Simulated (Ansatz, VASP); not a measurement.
One calculation of SrC2, two programs

INCAR

```
SYSTEM = SrC2
PREC = Accurate
ENCUT = 520
EDIFF = 1E-6
ISMEAR = 0
SIGMA = 0.1
LREAL = .False.
LASPH = .True.
NELM = 100
ALGO = Normal
ISIF = 2
LWAVE = .False.
LCHARG = .False.
GGA = CA
NBANDS = 16
```

KPOINTS

```
regular mesh
0
Gamma
  6 6 6
  0 0 0
```

The input POSCAR:

```
SrC2
1.0
    2.5173255999      1.4533786128      2.3066623887
   -2.5173255999      1.4533786128      2.3066623887
    0.0000000000     -2.9067572255      2.3066623887
Sr C
1 2
Direct
    0.0000000000      0.0000000000      0.0000000000
    0.5915580000      0.5915580000      0.5915580000
    0.4084420000      0.4084420000      0.4084420000
```

Input for Ansatz:

```yaml
crystal:
  lattice:
    - [2.5173255999, 1.4533786128, 2.3066623887]
    - [-2.5173255999, 1.4533786128, 2.3066623887]
    - [0.0, -2.9067572255, 2.3066623887]
  atoms:
    - { symbol: Sr, position: [0.0, 0.0, 0.0] }
    - { symbol: C, position: [0.591558, 0.591558, 0.591558] }
    - { symbol: C, position: [0.408442, 0.408442, 0.408442] }
basis:
  ecutwfc: 420
kpoints:
  mp_grid: { grid: [6, 6, 6] }
hamiltonian:
  xc: lda
scf:
  occupations: { method: gaussian, width: 0.1 }
output:
  forces: true
  stress: true
  eigenvalues: true
```

The cell comes from a database or a generator and needn't be the stable form of this composition.

Alike in both runs: task single point; functional LDA; k mesh 6 × 6 × 6; occupations gaussian, width 0.1 eV; no spin polarisation.

|  | VASP | Ansatz |
| --- | --- | --- |
| version | VASP 6.6.1 | Ansatz 0.2.0 |
| potentials or method | VASP PAW LDA potentials, release 64 (Sr_sv, C) | scalar-relativistic, plane waves, PAW |
| plane-wave cutoff (eV) | 520 | 420 |
| valence electrons in the cell | 18 | 18 |

VASP gave:

```
gap on the k mesh at the Fermi level (eV)       : 1.60
least direct gap on the mesh (eV)               : 2.43
pressure (GPa)                                  : -5.4
largest component of the traceless stress (GPa) : 1.00
rms of the force components (eV/Å)              : 0.211
```

Q: Estimate Ansatz's values.

A: gap on the k mesh at the Fermi level (eV): 1.64; least direct gap on the mesh (eV): 2.44; pressure (GPa): -5.8; largest component of the traceless stress (GPa): 1.28; rms of the force components (eV/Å): 0.247.

Atom by atom the forces differ by 0.036 eV/Å (rms over components).

A k mesh can miss the band edges. LDA gaps usually lie below the measured ones, often by a third to a half.
